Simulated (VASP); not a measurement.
Level of theory: PBE GGA, VASP's PBE PAW potentials (set 64) (plane waves; VASP).

VASP ran on this input.

POSCAR:
```
CdTe
1
    0.0000000000     3.2562560000     3.2562560000
    3.2562560000     0.0000000000     3.2562560000
    3.2562560000     3.2562560000     0.0000000000
Cd Te
1 1
Direct
  0.0000000000   0.0000000000   0.0000000000
  0.2500000000   0.2500000000   0.2500000000
```

### INCAR
```
SYSTEM = CdTe
PREC = Accurate
ENCUT = 400
EDIFF = 1E-6
NELM = 100
ALGO = Normal
LREAL = .FALSE.
LASPH = .TRUE.
ISMEAR = 0
SIGMA = 0.05
GGA = PE
LMAXMIX = 4
LWAVE = .FALSE.
LCHARG = .FALSE.
IBRION = 2
ISIF = 3
NSW = 60
EDIFFG = -0.01
```

**KPOINTS**
```
Automatic mesh
0
Gamma
6 6 6
0 0 0
```

POTCAR, in this order: Cd Te (PBE.64 set). Program: vasp_std.

Output of the run:

### OSZICAR
```
       N       E                     dE             d eps       ncg     rms          rms(c)
DAV:   1     0.925869740438E+02    0.92587E+02   -0.73498E+03   416   0.975E+02
DAV:   2    -0.138165611618E+01   -0.93969E+02   -0.90452E+02   491   0.257E+02
DAV:   3    -0.497885044103E+01   -0.35972E+01   -0.35910E+01   486   0.542E+01
DAV:   4    -0.501540817984E+01   -0.36558E-01   -0.36556E-01   584   0.468E+00
DAV:   5    -0.501550271779E+01   -0.94538E-04   -0.94538E-04   511   0.222E-01    0.569E+00
DAV:   6    -0.479754100642E+01    0.21796E+00   -0.45935E-01   466   0.886E+00    0.460E+00
DAV:   7    -0.478164280579E+01    0.15898E-01   -0.12183E-01   471   0.256E+00    0.175E+00
DAV:   8    -0.478236822864E+01   -0.72542E-03   -0.10917E-02   431   0.145E+00    0.509E-01
DAV:   9    -0.478269079204E+01   -0.32256E-03   -0.97724E-04   499   0.366E-01    0.119E-01
DAV:  10    -0.478275986615E+01   -0.69074E-04   -0.13012E-04   441   0.117E-01    0.530E-02
DAV:  11    -0.478280247886E+01   -0.42613E-04   -0.83793E-05   444   0.678E-02    0.348E-02
DAV:  12    -0.478280135705E+01    0.11218E-05   -0.32820E-06   473   0.178E-02    0.209E-02
DAV:  13    -0.478280113826E+01    0.21878E-06   -0.57991E-07   303   0.426E-03
   1 F= -.47828011E+01 E0= -.47828011E+01  d E =-.478280E+01
       N       E                     dE             d eps       ncg     rms          rms(c)
DAV:   1    -0.526671925324E+01   -0.48392E+00   -0.10095E+01   456   0.422E+01    0.596E+00
DAV:   2    -0.485527570655E+01    0.41144E+00   -0.10253E+00   441   0.166E+01    0.191E+00
DAV:   3    -0.480640738731E+01    0.48868E-01   -0.11312E-01   441   0.382E+00    0.171E+00
DAV:   4    -0.479776200146E+01    0.86454E-02   -0.13567E-02   446   0.811E-01    0.327E-01
DAV:   5    -0.479735361705E+01    0.40838E-03   -0.10904E-03   439   0.396E-01    0.201E-01
DAV:   6    -0.479734286145E+01    0.10756E-04   -0.22169E-04   426   0.128E-01    0.823E-02
DAV:   7    -0.479734111098E+01    0.17505E-05   -0.88121E-05   471   0.113E-01    0.123E-02
DAV:   8    -0.479734614125E+01   -0.50303E-05   -0.10077E-05   446   0.362E-02    0.868E-03
DAV:   9    -0.479734803111E+01   -0.18899E-05   -0.36233E-06   443   0.151E-02    0.236E-03
DAV:  10    -0.479734803300E+01   -0.18940E-08   -0.29929E-07   298   0.820E-03
   2 F= -.47973480E+01 E0= -.47973480E+01  d E =-.145469E-01
       N       E                     dE             d eps       ncg     rms          rms(c)
DAV:   1    -0.482032507215E+01   -0.22977E-01   -0.45346E-01   456   0.865E+00    0.109E+00
DAV:   2    -0.480068409043E+01    0.19641E-01   -0.54139E-02   446   0.357E+00    0.342E-01
DAV:   3    -0.479866990151E+01    0.20142E-02   -0.50852E-03   431   0.752E-01    0.289E-01
DAV:   4    -0.479841140064E+01    0.25850E-03   -0.51191E-04   451   0.182E-01    0.552E-02
DAV:   5    -0.479840228851E+01    0.91121E-05   -0.58125E-05   426   0.988E-02    0.386E-02
DAV:   6    -0.479840624003E+01   -0.39515E-05   -0.16158E-05   434   0.420E-02    0.111E-02
DAV:   7    -0.479840556012E+01    0.67991E-06   -0.12822E-06   303   0.140E-02
   3 F= -.47984056E+01 E0= -.47984056E+01  d E =-.156044E-01
```

### OUTCAR
```
------------------------ aborting loop because EDIFF is reached ----------------------------------------
  FORCE on cell =-STRESS in cart. coord.  units (eV):
  Direction    XX          YY          ZZ          XY          YZ          ZX
  --------------------------------------------------------------------------------------
  Total       -0.0004804     -0.0004804     -0.0004804      0.0000000      0.0000000      0.0000000
  in kB       -0.0106839     -0.0106839     -0.0106839      0.0000000      0.0000000      0.0000000
  external PRESSURE =      -0.0106839 kB  Pullay stress =       0.0000000 kB
  volume of cell :       72.05
      direct lattice vectors                 reciprocal lattice vectors
    -0.000000000  3.302641016  3.302641016    -0.151393990  0.151393990  0.151393990
     3.302641016  0.000000000  3.302641016     0.151393990 -0.151393990  0.151393990
     3.302641016  3.302641016 -0.000000000     0.151393990  0.151393990 -0.151393990
  FREE ENERGIE OF THE ION-ELECTRON SYSTEM (eV)
  ---------------------------------------------------
  free  energy   TOTEN  =        -4.7984055601 eV

  energy  without entropy=       -4.7984055601  energy(sigma->0) =       -4.79840556

 reached required accuracy - stopping structural energy minimisation
```
(Selected blocks of OUTCAR.)

**CONTCAR**
```
CdTe
   1.00000000000000
    -0.0000000000000000    3.3026410159829163    3.3026410159829163
     3.3026410159829163    0.0000000000000000    3.3026410159829163
     3.3026410159829163    3.3026410159829163   -0.0000000000000000
  Cd              Te
     1     1
Direct
     0.0000000000000000    0.0000000000000000    0.0000000000000000
     0.2500000000000000    0.2500000000000000    0.2500000000000000
```

Energy and stress use the plane-wave basis of the starting cell.

The structure was generated: CdTe was put into the zinc blende type (F-43m), which need not be its known phase. This run relaxes it. Symmetry was kept, so distortions that lower it aren't found.
